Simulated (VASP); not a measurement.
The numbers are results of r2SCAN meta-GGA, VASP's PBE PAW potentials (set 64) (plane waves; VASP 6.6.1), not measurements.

VASP input:

File POSCAR:
```
Ru
2.4796280
  0.9999999131   0.0000000000   0.0000000000
  0.0000000000   1.0050250383   0.0000000000
  0.0000000000   0.0000000000   1.0050250383
Ru
1
Cartesian
  0.0000000000   0.0000000000   0.0000000000
```

### INCAR
```
ALGO = Normal
EDIFF = 1E-7
ENCUT = 480
ISIF = 2
ISMEAR = 1
LASPH = .TRUE.
LCHARG = .FALSE.
LMAXMIX = 4
LMIXTAU = .TRUE.
LREAL = .FALSE.
LWAVE = .FALSE.
METAGGA = R2SCAN
NELM = 100
PREC = Accurate
SIGMA = 0.1
SYSTEM = Ru
```

File KPOINTS:
```
Automatic mesh
0
gamma
14 14 14
```

POTCAR, in this order: Ru_pv (PBE.64 set). Program: vasp_std.

Output of the run:

### OSZICAR
```
       N       E                     dE             d eps       ncg     rms          rms(c)
DAV:   1     0.840478527549E+02    0.84048E+02   -0.86216E+03  6379   0.129E+03
DAV:   2    -0.277480902839E+02   -0.11180E+03   -0.10703E+03  6618   0.349E+02
DAV:   3    -0.292854658436E+02   -0.15374E+01   -0.15158E+01  7262   0.454E+01
DAV:   4    -0.292913071610E+02   -0.58413E-02   -0.58304E-02  6959   0.306E+00
DAV:   5    -0.292913447950E+02   -0.37634E-04   -0.37633E-04  7213   0.236E-01    0.139E+01
DAV:   6    -0.240195729370E+02    0.52718E+01   -0.58655E+00  6447   0.313E+01    0.164E+00
DAV:   7    -0.242681655183E+02   -0.24859E+00   -0.48732E-01  6420   0.814E+00    0.201E+00
DAV:   8    -0.242416676700E+02    0.26498E-01   -0.97336E-02  6561   0.300E+00    0.605E-01
DAV:   9    -0.242568571210E+02   -0.15189E-01   -0.21103E-02  6486   0.130E+00    0.112E-01
DAV:  10    -0.242577865426E+02   -0.92942E-03   -0.19506E-03  6600   0.392E-01    0.104E-01
DAV:  11    -0.242578601247E+02   -0.73582E-04   -0.37133E-04  6534   0.212E-01    0.208E-02
DAV:  12    -0.242578549529E+02    0.51718E-05   -0.78239E-05  6474   0.912E-02    0.248E-02
DAV:  13    -0.242578513096E+02    0.36433E-05   -0.21630E-05  6438   0.586E-02    0.782E-03
DAV:  14    -0.242578664895E+02   -0.15180E-04   -0.83225E-06  6570   0.221E-02    0.164E-03
DAV:  15    -0.242578688060E+02   -0.23165E-05   -0.25532E-06  6633   0.119E-02    0.655E-04
DAV:  16    -0.242578690360E+02   -0.23003E-06   -0.19232E-07  6378   0.499E-03    0.354E-04
DAV:  17    -0.242578690668E+02   -0.30730E-07   -0.66751E-08  3515   0.274E-03
   1 F= -.24257869E+02 E0= -.24257809E+02  d E =-.180495E-03
```

### OUTCAR
```
------------------------ aborting loop because EDIFF is reached ----------------------------------------
  FORCE on cell =-STRESS in cart. coord.  units (eV):
  Direction    XX          YY          ZZ          XY          YZ          ZX
  --------------------------------------------------------------------------------------
  Total        0.2346050      0.1897261      0.1897261      0.0000000      0.0000000     -0.0000000
  in kB       24.4081298     19.7389633     19.7389633      0.0000000      0.0000000     -0.0000000
  external PRESSURE =      21.2953521 kB  Pullay stress =       0.0000000 kB
  volume of cell :       15.40
      direct lattice vectors                 reciprocal lattice vectors
     2.479627784  0.000000000  0.000000000     0.403286334  0.000000000  0.000000000
     0.000000000  2.492088226  0.000000000     0.000000000  0.401269903  0.000000000
     0.000000000  0.000000000  2.492088226     0.000000000  0.000000000  0.401269903
 POSITION                                       TOTAL-FORCE (eV/Angst)
 -----------------------------------------------------------------------------------
      0.00000      0.00000      0.00000         0.000000      0.000000      0.000000
 -----------------------------------------------------------------------------------
    total drift:                                0.000000      0.000000      0.000000
  FREE ENERGIE OF THE ION-ELECTRON SYSTEM (eV)
  ---------------------------------------------------
  free  energy   TOTEN  =       -24.2578690668 eV

  energy  without entropy=      -24.2576885717  energy(sigma->0) =      -24.25780890
```
(Selected blocks of OUTCAR.)

The structure was generated: Ru was put into the simple-cubic type (Pm-3m), which need not be its known phase. This cell was strained or had an atom moved on purpose.
